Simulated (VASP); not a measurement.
Given:

```
Al
1.0
    0.00000     2.99463     2.99463
    2.99463     0.00000     2.99463
    2.99463     2.99463     0.00000
Al
2
Direct
  0.75000   0.75000   0.75000
  0.50000   0.50000   0.50000
```

Level of theory: PBEsol GGA, VASP's PBE PAW potentials (set 64) (plane waves; VASP). Numerical set-up: 400 eV cut-off, Gaussian smearing of 0.050 eV, potentials Al.

### Question
What does the run give for the band gap (along the path) with the smallest direct gap where there is one?

### Answer

The band gap (along the path) is none (metal, semimetal or under 0.01 eV).

Only differences to runs with the same potentials and settings are physical.

The structure was generated: Al was put into the diamond type (Fd-3m), which need not be its known phase. It was relaxed first, which changed the volume by +29 %.
